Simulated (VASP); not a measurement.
# Sound and unsound inputs on Y

Which changes to a sound input spoil a run on Y, which are harmless, and which give a warning? All runs use PBE. The start is a cell from a database of measured crystal structures.

Main program and level: VASP 6.6.1; PBE; plane waves and PAW (Y_sv).

This is a report of a sequence of runs, with most program output left out.

## Step 1: Set-up

The structure is hexagonal, space group P6_3/mmc (No. 194). Conventional cell: a = 3.647 Å, b = 3.647 Å, c = 5.731 Å, α = 90.00°, β = 90.00°, γ = 120.00°. Nearest to Y lie 12 Y at 3.56 to 3.65 Å.

## Step 2: Reference run

A single point writes out the density, ELF and the potential. PBE, the usual starting point, adds the gradient of the density.

Contents of INCAR:

```
SYSTEM = Y
PREC = Accurate
ENCUT = 400
EDIFF = 1E-06
NELM = 100
ISMEAR = -1
SIGMA = 0.05
LREAL = .FALSE.
ALGO = Normal
GGA = PE
NBANDS = 17
LASPH = .TRUE.
LORBIT = 11
LWAVE = .FALSE.
LCHARG = .TRUE.
ISIF = 2
LELF = .TRUE.
LVHAR = .TRUE.
```

Contents of POSCAR:

```
Y
1.0
    3.6474000000      0.0000000000      0.0000000000
   -1.8237000000      3.1587410578      0.0000000000
    0.0000000000      0.0000000000      5.7306000000
Y
2
Direct
    0.3333333333      0.6666666667      0.2500000000
    0.6666666667      0.3333333333      0.7500000000
```

Contents of KPOINTS:

```
Automatic mesh
0
Gamma
8 8 5
0 0 0
```

Potentials, in the order of the species: Y_sv (PBE family, release 64).

Started as:

```
$ mpirun -np 2 vasp_std
```

Run time: 17 s. Hardware: 2 MPI ranks of AMD EPYC 7R43, shared host; peak memory 0.23 GiB.

The k-mesh is coarse for a metal.

This step gave:

```yaml
scf_cycles: 14
electrons: 22
bands: 18
irreducible_k_points: 30
symmetry_operations: 24
free_energy_toten: -12.87 eV
energy_at_zero_smearing: -12.85 eV
fermi_energy: 2.967 eV
pressure: -0.2496 GPa
metallic_judged_on_the_points_sampled: yes
```

ELF in the ac plane at fractional y = 0.333, with atoms of Y within 0.2 Å of it. It is the smooth field of the valence electrons, not physical close to the nuclei.

Ten even steps from '0' (0.12) to '9' (0.77), each cell a mean:
```
24553100111000
13542002455310
02330036788741
00210158999863
00110269999974
00110268999974
01210157999862
02430025787630
14542001343200
34553100000001
33333222212222
10001234565532
00000025788631
00110014798520
01221013788510
02321003788510
01210013788510
00000014788620
00000125787631
11111234454432
33333221111122
```
Columns run along a (3.6 Å), rows up along c (5.7 Å). Atoms in or near the plane, at fractional coordinates: Y at (0.67, 0.75).

Valence density in the ac plane at fractional y = 0.333, with atoms of Y within 0.2 Å of it. It is the smooth field of the valence electrons, not physical close to the nuclei.

Ten steps, logarithmic in the rise over the least value, from '0' (0.1 e/Å³) to '9' (4.9 e/Å³), each cell a mean:
```
00000012233210
00000124555431
10000246787653
10001367999864
20001468999875
20001468999875
10001357899864
00000246777653
00000023454321
00000001222110
00000000000000
00000000000000
01111000000000
12332100000001
23433210000001
23443210000001
23333110000001
12222100000000
01111000000000
00000000000000
00000000011000
```
Columns run along a (3.6 Å), rows up along c (5.7 Å). Atoms in or near the plane, at fractional coordinates: Y at (0.67, 0.75).

Electrostatic potential energy in the ac plane at fractional y = 0.333, with atoms of Y within 0.2 Å of it. With pseudopotentials it is smooth inside the atoms' cores, unlike the true potential.

Values in eV, 21 rows by 14 columns, each cell a mean:
```
  1   2   2   2   1   0  -2  -4  -6  -7  -7  -5  -3  -1
  0   1   2   2   0  -2  -6  -9 -12 -13 -13 -10  -7  -3
 -2   0   1   1  -1  -5 -10 -14 -17 -18 -18 -15 -12  -7
 -4  -1   1   0  -2  -8 -14 -18 -20 -21 -21 -19 -15 -11
 -5  -1   0   0  -3  -9 -15 -19 -21 -21 -21 -20 -17 -12
 -5  -1   0   0  -3  -9 -15 -19 -21 -21 -21 -20 -17 -12
 -4   0   1   0  -2  -7 -13 -17 -20 -21 -20 -18 -15 -10
 -2   1   1   1  -1  -4 -10 -13 -16 -17 -17 -15 -11  -7
  0   1   2   2   1  -1  -5  -8 -10 -11 -11  -9  -6  -3
  1   2   2   2   1   0  -1  -3  -5  -5  -5  -4  -2   0
  1   1   1   1   1   1   0   0   0  -1  -1   0   0   1
  0  -1  -1  -1   0   0   1   1   1   2   1   1   1   1
 -2  -3  -4  -3  -2  -1   0   1   2   2   2   2   1   0
 -4  -6  -7  -7  -5  -3  -1   1   2   2   2   1   0  -2
 -6  -9 -10  -9  -7  -4  -1   0   2   2   2   1   0  -3
 -7  -9 -10 -10  -8  -5  -2   0   2   2   2   1  -1  -3
 -6  -8  -9  -9  -7  -4  -1   1   2   2   2   1   0  -3
 -4  -6  -7  -6  -5  -3   0   1   2   2   2   2   0  -1
 -1  -2  -3  -3  -2  -1   1   1   2   2   2   2   1   0
  0   0   0   0   0   1   1   1   1   1   1   1   1   1
  1   1   1   1   1   1   0   0  -1  -1  -1   0   0   1
```
Columns run along a (3.6 Å; values clipped at the 3rd and 97th percentile), rows up along c (5.7 Å). Atoms in or near the plane, at fractional coordinates: Y at (0.67, 0.75).

The pressure is -0.25 GPa and the largest force 0.000 eV/Å.

## Step 3: Self-consistent run (PBE) with a changed input

A single point gives energy, forces and stress at these settings. Some settings are moved from the usual, to see what they do.

Contents of INCAR:

```
SYSTEM = Y
PREC = Accurate
ENCUT = 400
EDIFF = 1E-06
NELM = 100
ISMEAR = 1
SIGMA = 0.005
LREAL = Auto
ALGO = Normal
GGA = PE
NBANDS = 17
LASPH = .TRUE.
LORBIT = 11
LWAVE = .FALSE.
LCHARG = .FALSE.
KPAR = 2
ISIF = 2
```

POSCAR is that of step 2.

KPOINTS is that of step 2.

Started as:

```
$ mpirun -np 2 vasp_std
```

Wall time 25 s (2 MPI ranks); peak memory 0.28 GiB.

This step gave:

```yaml
bands: 17
free_energy_toten: -12.85 eV
fermi_energy: 2.950 eV
pressure: -0.2031 GPa
```

Against the reference run the energy at zero smearing moves by +2.04 meV an atom and the pressure by +0.05 GPa.

## Step 4: A single point (PBE) with a changed input

This run is made with a changed input; what comes of it follows.

INCAR: that of step 3 with these lines changed.

```diff
@@ -4,6 +4,6 @@
 EDIFF = 1E-06
-NELM = 100
-ISMEAR = 1
-SIGMA = 0.005
-LREAL = Auto
+NELM = 59
+ISMEAR = 0
+SIGMA = 3
+LREAL = .FALSE.
 ALGO = Normal
```

POSCAR is that of step 3.

KPOINTS is that of step 3.

Started as:

```
$ mpirun -np 2 vasp_std
```

Elapsed: 32 s, on 2 MPI ranks; peak memory 0.29 GiB.

Convergence was reached, but on settings outside the sound range, so the numbers are no properties of the crystal.

Against the sound run on this cell (reference run) the energy at zero smearing moves by -453.3 meV an atom and the pressure by +6.44 GPa.

The fault in the input: smearing far too wide (ISMEAR = 0 and SIGMA = 3.0). Lower SIGMA until the entropy term is about 1 meV an atom.

## Step 5: Total energy, forces and stress (PBE) with a changed input

Contents of INCAR:

```
SYSTEM = Y
PREC = Normal
ENCUT = 400
EDIFF = 1E-06
NELM = 100
ISMEAR = -1
SIGMA = 0.05
LREAL = .FALSE.
ALGO = Normal
GGA = PE
NBANDS = 17
LASPH = .TRUE.
LORBIT = 11
LWAVE = .FALSE.
LCHARG = .FALSE.
KPAR = 2
ISIF = 2
```

POSCAR is that of step 4.

Contents of KPOINTS:

```
Automatic mesh
0
Gamma
2 2 1
0 0 0
```

Started as:

```
$ mpirun -np 2 vasp_std
```

Run time: 4.4 s. Hardware: 2 MPI ranks; peak memory 0.18 GiB.

The run converged; its settings lie outside those of the reference runs, so its numbers are set aside.

Against the sound run on this cell (reference run) the energy at zero smearing moves by -606.3 meV an atom and the pressure by -8.32 GPa.

Settings moved from the usual: k-mesh = 2×2×1 and PREC = Normal. KPOINTS differs too.

The mesh holds 2 irreducible points against 30. PREC = Normal changes the FFT grids.

## Step 6: Full relaxation (PBE) with a changed input

Properties are meant for the cell that this level of theory prefers, so cell and atoms are relaxed first (ISIF = 3) until forces and stress are small; EDIFFG sets the threshold. Some settings are moved from the usual, to see what they do.

Contents of INCAR:

```
SYSTEM = Y
PREC = Accurate
ENCUT = 400
EDIFF = 1E-06
NELM = 100
ISMEAR = 0
SIGMA = 0.005
LREAL = .FALSE.
ALGO = Normal
GGA = PE
NBANDS = 17
LASPH = .TRUE.
LORBIT = 11
LWAVE = .FALSE.
LCHARG = .FALSE.
KPAR = 2
IBRION = 2
NSW = 60
ISIF = 3
EDIFFG = -0.01
```

POSCAR is that of step 5.

Contents of KPOINTS:

```
Automatic mesh
0
Gamma
4 4 2
0 0 0
```

Started as:

```
$ mpirun -np 2 vasp_std
```

Run time: 31 s. Hardware: 2 MPI ranks; peak memory 0.26 GiB.

The run converged; its settings lie outside those of the reference runs, so its numbers are set aside.

Settings moved from the usual: ISMEAR = 0, SIGMA = 0.005 and k-mesh = 4×4×2. KPOINTS differs too.

The mesh holds 8 irreducible points against 30.

## Step 7: Full relaxation (PBE) with a changed input, try 2

Contents of INCAR:

```
SYSTEM = Y
PREC = Normal
ENCUT = 250
EDIFF = 1E-06
NELM = 65
ISMEAR = -1
SIGMA = 0.05
LREAL = .FALSE.
ALGO = Normal
GGA = PE
NBANDS = 17
LASPH = .TRUE.
LORBIT = 11
LWAVE = .FALSE.
LCHARG = .FALSE.
KPAR = 2
IBRION = 2
NSW = 30
ISIF = 3
EDIFFG = -0.01
```

POSCAR is that of step 6.

Contents of KPOINTS:

```
Automatic mesh
0
Gamma
8 8 5
0 0 0
```

Started as:

```
$ mpirun -np 2 vasp_std
```

Elapsed: 23 s, on 2 MPI ranks; peak memory 0.19 GiB.

The run converged, but on settings that are not sound, so its numbers are not to be trusted.

The fault in the input: cell relaxed at a low cutoff (ENCUT = 250 and PREC = "Normal"). Relax cells at about 1.3 times the default cutoff with PREC = Accurate.

## Step 8: Total energy, forces and stress (PBE) with a changed input, try 2

Contents of INCAR:

```
SYSTEM = Y
PREC = Accurate
ENCUT = 400
EDIFF = 1E-06
NELM = 100
ISMEAR = 1
SIGMA = 0.02
LREAL = .FALSE.
ALGO = Normal
GGA = PE
NBANDS = 35
LASPH = .TRUE.
LORBIT = 11
LWAVE = .FALSE.
LCHARG = .FALSE.
KPAR = 2
ISIF = 2
NELMIN = 8
```

POSCAR is that of step 7.

KPOINTS is that of step 7.

Started as:

```
$ mpirun -np 2 vasp_std
```

The job ended after 23 s (2 MPI ranks; peak memory 0.3 GiB).

NELMIN acts on the way to self-consistency or on speed; a fully converged result doesn't depend on them, though slow mixing can meet EDIFF with the stress still off.

This step gave:

```yaml
scf_cycles: 12
bands: 35
pressure: -0.2799 GPa
```

Against the reference run the energy at zero smearing moves by +1.91 meV an atom and the pressure by -0.03 GPa.

## Step 9: Relaxing cell and atoms (PBE)

Properties are meant for the cell that this level of theory prefers, so cell and atoms are relaxed first (ISIF = 3) until forces and stress are small; EDIFFG sets the threshold.

Contents of INCAR:

```
SYSTEM = Y
PREC = Accurate
ENCUT = 400
EDIFF = 1E-06
NELM = 100
ISMEAR = -1
SIGMA = 0.05
LREAL = .FALSE.
ALGO = Normal
GGA = PE
NBANDS = 17
LASPH = .TRUE.
LORBIT = 11
LWAVE = .FALSE.
LCHARG = .FALSE.
KPAR = 2
IBRION = 2
NSW = 60
ISIF = 3
EDIFFG = -0.01
```

POSCAR is that of step 8.

KPOINTS is that of step 8.

Started as:

```
$ mpirun -np 2 vasp_std
```

Run time: 45 s. Hardware: 2 MPI ranks; peak memory 0.29 GiB; 89 s of CPU time.

The run keeps the 24 symmetry operations of its start, so it cannot find a distortion of lower symmetry.

Relaxation path:

```
step  energy less that of the first step (eV)  largest force (eV/Å)  pressure (GPa)  volume (Å³)
   1                                   0.0000                0.0000           -0.25        66.02
   2                                  -0.0006                0.0000            0.06        65.53
   3                                  -0.0006                0.0000            0.06        65.53
   4                                  -0.0007                0.0000            0.03        65.60
   5                                  -0.0007                0.0000           -0.01        65.67
```

```
conventional cell, symmetrised  before  after  change
                         a (Å)   3.647  3.651  +0.1 %
                         b (Å)   3.647  3.651  +0.1 %
                         c (Å)   5.731  5.688  -0.7 %
              volume (Å³/atom)   33.01  32.83  -0.5 %
```

The relaxed structure:

```
Y
1.0
     3.65105    0.00000    0.00000
    -1.82552    3.16190    0.00000
     0.00000    0.00000    5.68827
Y
2
Direct
  0.33333 0.66667 0.25000
  0.66667 0.33333 0.75000
```

Numbers from this step:

```
bands                           : 17
free energy (TOTEN)             : -12.87 eV
Fermi energy                    : 2.989 eV
pressure                        : -0.007359 GPa
SCF cycles over all ionic steps : 37
```

It ends with forces that vanish by symmetry and a pressure of -0.01 GPa.

## Step 10: The runs together

```
                                          changed           job                                ended  energy (meV/atom)  pressure (GPa)  volume (%)
          ISMEAR = 1, SIGMA = 0.005, LREAL = Auto  single point  converged, with a warning or advice              +2.04           +0.05           -
                          ISMEAR = 0, SIGMA = 3.0  single point  converged, with a warning or advice            -453.35           +6.44           -
                         k = 2×2×1, PREC = Normal  single point                            converged            -606.30           -8.32           -
             ISMEAR = 0, SIGMA = 0.005, k = 4×4×2    relaxation                            converged                  -               -        +1.8
                       ENCUT = 250, PREC = Normal    relaxation                            converged                  -               -        -1.1
ISMEAR = 1, SIGMA = 0.02, NELMIN = 8, NBANDS = 35  single point                            converged              +1.91           -0.03           -
```

## Step 11: Outcome

| Item | Value |
| --- | --- |
| ISMEAR = 1, SIGMA = 0.005, LREAL = Auto (single point) | converged, with a warning or advice, +2.04 meV/atom |
| ISMEAR = 0, SIGMA = 3.0 (single point) | converged, with a warning or advice, -453.35 meV/atom |
| k = 2×2×1, PREC = Normal (single point) | converged, -606.30 meV/atom |
| ISMEAR = 0, SIGMA = 0.005, k = 4×4×2 (relaxation) | converged, volume +1.8 % |
| ENCUT = 250, PREC = Normal (relaxation) | converged, volume -1.1 % |
| ISMEAR = 1, SIGMA = 0.02, NELMIN = 8, NBANDS = 35 (single point) | converged, +1.91 meV/atom |

Changes that show themselves, by a stop, a warning or no convergence: ISMEAR = 1, SIGMA = 0.005, LREAL = Auto; ISMEAR = 0, SIGMA = 3.0 (where several settings stand together, the step names the one at fault, if it is known). Changes that converge quietly and move the result by over 10 meV an atom or 1 % in volume: k = 2×2×1, PREC = Normal; ISMEAR = 0, SIGMA = 0.005, k = 4×4×2; ENCUT = 250, PREC = Normal. Differences of single points are from the reference run, and of volumes from the sound relaxation. The k-sampling is coarse for a metal, so the Fermi level, pressures and the shape of the cell carry errors.

[Lines on the potential files, build, host, timing and source positions are cut from VASP's logs without a mark.]

[Logs are printed without paths, hosts, clocks, repeated set-up lines and the standing remarks that a program may print on its own settings, such as how far it seeks lower states.]

[Hosts, paths, dates, database ids (printed as entryN), source tags and the programs' standing remarks are cut or masked in the printed files.]

[A measured line is paired with the nearest computed mode of its activity, which favours agreement.]

[In band tables of VASP the shares of atoms and orbitals are scaled to a sum of 1 inside the atoms' spheres.]
